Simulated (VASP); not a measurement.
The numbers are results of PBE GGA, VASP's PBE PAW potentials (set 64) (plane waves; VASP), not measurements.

VASP ran on this input.

### INCAR
```
ENCUT=400   ! plane-wave cut-off (eV)
ALGO=Normal   ! blocked Davidson
LWAVE=F
NELM=100
LASPH=T   ! aspherical one-centre terms
LCHARG=F
PREC=Single
EDIFF=1E-6   ! SCF stop (eV)
SYSTEM=Ge
ISIF=2   ! forces and stress, cell fixed
SIGMA=0.05   ! width (eV)
GGA=PE   ! PBE
LREAL=F
ISMEAR=0   ! Gaussian
LMAXMIX=4   ! l cut-off of mixed one-centre charges
```

KPOINTS:
```
K-points
0
gamma
 7 7 7
```

File POSCAR:
```
Ge
1
    0.0000000000     2.8855800000     2.8855800000
    2.8855800000     0.0000000000     2.8855800000
    2.8855800000     2.8855800000     0.0000000000
Ge
2
Direct
  0.0000000000   0.0000000000   0.0000000000
  0.2500000000   0.2500000000   0.2500000000
```

POTCAR, in this order: Ge_d (PBE.64 set). Program: vasp_std.

**Question.** What does the run give for the energy per atom (σ→0), band gap (on the k-mesh)?

**Answer.** 
The energy per atom (σ→0) is -4.510 eV/atom and the band gap (on the k-mesh) is none (metal, semimetal or under 0.01 eV).

File OSZICAR:
```
...
DAV:   6    -0.904428633091E+01    0.43948E-01   -0.20109E-02   794   0.166E+00    0.178E+00
DAV:   7    -0.901784749109E+01    0.26439E-01   -0.49768E-02   760   0.227E+00    0.153E-01
DAV:   8    -0.901953934178E+01   -0.16919E-02   -0.64129E-03   830   0.125E+00    0.552E-02
DAV:   9    -0.901958713543E+01   -0.47794E-04   -0.30421E-04   934   0.334E-01    0.195E-02
DAV:  10    -0.901962262494E+01   -0.35490E-04   -0.95641E-05   762   0.120E-01    0.585E-03
DAV:  11    -0.901962422042E+01   -0.15955E-05   -0.82361E-06   902   0.558E-02    0.175E-03
DAV:  12    -0.901962443021E+01   -0.20979E-06   -0.49323E-07   534   0.106E-02
   1 F= -.90196244E+01 E0= -.90193913E+01  d E =-.466176E-03
```

The compound is Ge in the diamond structure. The cell was not relaxed at this level. The run is one of a series of settings (PREC = Single against the base run), some of them coarse on purpose.
